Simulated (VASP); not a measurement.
Calculation: PW91 GGA, VASP's PBE PAW potentials (set 64) (plane waves; VASP 6.6.1).

VASP input:

### INCAR
```
ALGO=Normal
EDIFF=1E-6
ENCUT=300
GGA=91
ISIF=2
ISMEAR=0
LASPH=T
LCHARG=F
LMAXMIX=4
LREAL=Auto
LWAVE=F
NELM=100
PREC=Accurate
SIGMA=0.01
SYSTEM=ZnS
```

POSCAR:
```
ZnS
1
    3.7786850000     0.0000000000     0.0000000000
   -1.8893420000     3.2724360000     0.0000000000
    0.0000000000     0.0000000000    24.6968110000
Zn S
8 8
Direct
  0.3333330000   0.6666670000   0.7499100000
  0.6666670000   0.3333330000   0.2499100000
  0.3333330000   0.6666670000   0.1247900000
  0.6666670000   0.3333330000   0.6247900000
  0.0000000000   0.0000000000   0.0000400000
  0.0000000000   0.0000000000   0.5000400000
  0.6666670000   0.3333330000   0.8753200000
  0.3333330000   0.6666670000   0.3753200000
  0.0000000000   0.0000000000   0.5937100000
  0.0000000000   0.0000000000   0.0937100000
  0.6666670000   0.3333330000   0.9689900000
  0.3333330000   0.6666670000   0.4689900000
  0.3333330000   0.6666670000   0.2185000000
  0.6666670000   0.3333330000   0.7185000000
  0.6666670000   0.3333330000   0.3439300000
  0.3333330000   0.6666670000   0.8439300000
```

KPOINTS:
```
K-points
0
G
 7 7 1
0.5 0.5 0.5
```

POTCAR, in this order: Zn S (PBE.64 set). Program: vasp_std.

What VASP printed:

### OSZICAR
```
       N       E                     dE             d eps       ncg     rms          rms(c)
DAV:   1     0.103726172778E+04    0.10373E+04   -0.46794E+04  2752   0.138E+03
DAV:   2     0.100385761614E+03   -0.93688E+03   -0.89554E+03  2752   0.371E+02
DAV:   3    -0.503341608325E+02   -0.15072E+03   -0.14793E+03  3040   0.141E+02
DAV:   4    -0.582050940502E+02   -0.78709E+01   -0.78204E+01  3168   0.339E+01
DAV:   5    -0.583750039273E+02   -0.16991E+00   -0.16954E+00  3120   0.496E+00    0.213E+01
DAV:   6    -0.547464047759E+02    0.36286E+01   -0.73227E+00  3972   0.430E+01    0.160E+01
DAV:   7    -0.553111349029E+02   -0.56473E+00   -0.14402E+01  3112   0.102E+01    0.564E+00
DAV:   8    -0.549248393678E+02    0.38630E+00   -0.11968E+00  3360   0.705E+00    0.230E+00
DAV:   9    -0.548856475571E+02    0.39192E-01   -0.49118E-01  3464   0.368E+00    0.670E-01
DAV:  10    -0.548855420650E+02    0.10549E-03   -0.17262E-02  3330   0.159E+00    0.567E-01
DAV:  11    -0.548857959375E+02   -0.25387E-03   -0.24500E-03  3192   0.213E-01    0.545E-01
DAV:  12    -0.548892134157E+02   -0.34175E-02   -0.10375E-02  3882   0.868E-01    0.334E-01
DAV:  13    -0.548871612068E+02    0.20522E-02   -0.38276E-03  3378   0.680E-01    0.340E-01
DAV:  14    -0.548866026711E+02    0.55854E-03   -0.13581E-03  3592   0.277E-01    0.190E-01
DAV:  15    -0.548866145680E+02   -0.11897E-04   -0.26132E-04  3098   0.692E-02    0.164E-01
DAV:  16    -0.548866145719E+02   -0.38708E-08   -0.30806E-06  2216   0.779E-03
   1 F= -.54886615E+02 E0= -.54886615E+02  d E =-.407628E-22
```

### OUTCAR
```
------------------------ aborting loop because EDIFF is reached ----------------------------------------
  FORCE on cell =-STRESS in cart. coord.  units (eV):
  Direction    XX          YY          ZZ          XY          YZ          ZX
  --------------------------------------------------------------------------------------
  Total        8.7571288      8.7571223      8.8531743      0.0000013      0.0000000      0.0000000
  in kB       45.9430252     45.9429914     46.4469142      0.0000070      0.0000000      0.0000000
  external PRESSURE =      46.1109770 kB  Pullay stress =       0.0000000 kB
  volume of cell :      305.39
      direct lattice vectors                 reciprocal lattice vectors
     3.778685000  0.000000000  0.000000000     0.264642329  0.152791336  0.000000000
    -1.889342000  3.272436000  0.000000000     0.000000000  0.305582752  0.000000000
     0.000000000  0.000000000 24.696811000     0.000000000  0.000000000  0.040491058
  FREE ENERGIE OF THE ION-ELECTRON SYSTEM (eV)
  ---------------------------------------------------
  free  energy   TOTEN  =       -54.8866145719 eV

  energy  without entropy=      -54.8866145719  energy(sigma->0) =      -54.88661457
```
(Selected blocks of OUTCAR.)

At this cut-off the stress carries a Pulay error, which pulls relaxed volumes low.

The structure comes from a computed database's ZnS entry; how it stands against other phases isn't given here. The cell was not relaxed at this level. The run is one of a series of settings (GGA = 91 against the base run), some of them coarse on purpose.
